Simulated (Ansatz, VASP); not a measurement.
# HfMg3: VASP beside Ansatz

```
Hf Mg
1.0
    -2.27002    2.27002    4.57258
     2.27002   -2.27002    4.57258
     2.27002    2.27002   -4.57258
Hf Mg
1 3
Direct
  0.00000 0.00000 0.00000
  0.75000 0.25000 0.50000
  0.25000 0.75000 0.50000
  0.50000 0.50000 0.00000
```

Change from the starting cell: volume scaled by 1.06.

Alike in both runs: task single point; functional PBE; k mesh 8 × 8 × 8; occupations fermi-dirac, width 0.05 eV; no spin polarisation.

|  | VASP | Ansatz |
| --- | --- | --- |
| version | VASP 6.6.1 | Ansatz 0.2.0 |
| potentials or method | VASP PAW PBE potentials, release 64 (Hf_pv, Mg) | Ansatz PAW |
| plane-wave cutoff (eV) | 520 | 420 |
| valence electrons in the cell | 16 | 56 |

Ansatz gave:

| Quantity | Value |
| --- | --- |
| gap on the k mesh at the Fermi level (eV) | none |
| pressure (GPa) | -2.8 |
| largest component of the traceless stress (GPa) | 0.85 |

Q: What did VASP give for the same quantities?

A: gap on the k mesh at the Fermi level (eV): none; pressure (GPa): -2.9; largest component of the traceless stress (GPa): 0.86.

A gap of «none» marks a metal or a gap that the smearing closes. The functional is the same, so the differences come from potentials, cutoffs and numerics. The two sets of potentials don't hold the same shells in valence.

The runs have no spin-orbit coupling, so splittings on Hf are missing.
